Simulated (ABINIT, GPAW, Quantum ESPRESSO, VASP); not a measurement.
## Code comparison for CaCl2 (P1, 6 atoms in the cell)

Self-consistent single point, at a second geometry (lattice scaled by 0.98). First geometry:

```
CELL_PARAMETERS angstrom
      6.31136     0.00000     0.00000
      0.00000     6.46567     0.00000
      0.00000     0.00000     4.17879
ATOMIC_POSITIONS crystal
  Ca 0.49654 0.50450 0.51367
  Ca 0.99792 0.00955 0.99174
  Cl 0.78012 0.16352 0.51803
  Cl 0.21941 0.82151 0.49395
  Cl 0.28299 0.32200 0.00196
  Cl 0.72301 0.67893 0.98066
```

Shared settings, as Quantum ESPRESSO writes them: occupations = fixed; K_POINTS = automatic 3 3 5 0 0 0. Potentials and cutoffs stand in the table.

```json
[
 {"code": "Quantum ESPRESSO", "model": "PBEsol, PseudoDojo standard norm-conserving (PBESOL) pseudopotentials", "ΔF from the first geometry (meV/atom)": "1.5", "pressure (GPa)": "1.32", "largest force (eV/Å)": "0.710", "gap on the mesh (eV)": "5.303", "cutoff": "70 Ry"},
 {"code": "ABINIT", "model": "PBEsol, norm-conserving pseudopotentials (PseudoDojo nc-sr-04 PBEsol standard)", "ΔF from the first geometry (meV/atom)": "1.5", "pressure (GPa)": "1.32", "largest force (eV/Å)": "0.710", "gap on the mesh (eV)": "5.304", "cutoff": "34 Ha"},
 {"code": "GPAW", "model": "PBEsol, GPAW PAW datasets PBEsol (made by gpaw-setup)", "ΔF from the first geometry (meV/atom)": "3.7", "pressure (GPa)": "1.47", "largest force (eV/Å)": "0.732", "gap on the mesh (eV)": "5.306", "cutoff": "600 eV"},
 {"code": "VASP", "model": "PBEsol, VASP's PBE PAW potentials (set 64)", "ΔF from the first geometry (meV/atom)": "3.7", "pressure (GPa)": "1.15", "largest force (eV/Å)": "0.735", "gap on the mesh (eV)": "5.325", "cutoff": "300 eV"}
]
```

Size of the force on each atom (eV/Å): Sizes of forces hide their directions.

| code | Ca1 | Ca2 | Cl3 | Cl4 | Cl5 | Cl6 |
|---|---|---|---|---|---|---|
| Quantum ESPRESSO | 0.477 | 0.607 | 0.710 | 0.180 | 0.167 | 0.395 |
| ABINIT | 0.477 | 0.607 | 0.710 | 0.180 | 0.167 | 0.395 |
| GPAW | 0.494 | 0.623 | 0.732 | 0.182 | 0.168 | 0.404 |
| VASP | 0.493 | 0.622 | 0.735 | 0.180 | 0.166 | 0.405 |

Gaps are read on the mesh.

The spread over the programs that give each value: ΔF from the first geometry within 2.2 meV/atom; pressure within 0.32 GPa; largest force within 0.025 eV/Å; gap on the mesh within 0.022 eV.

VASP's run is marked for a possible Pulay error in its stress at this cutoff; no cutoff test was made.

VASP ran the fixed occupations as a Gaussian smearing of 0.01 eV.

The starting cell comes from a database of computed structures (which also holds hypothetical and non-ambient phases and stackings), without a prior relaxation at this level. Its atoms were displaced at random from the sites of space group no. 58. For this run, on top of that: lattice scaled by 0.98.

Left out of this page: Ansatz, CP2K and SIESTA (not drawn, or without a comparable value).
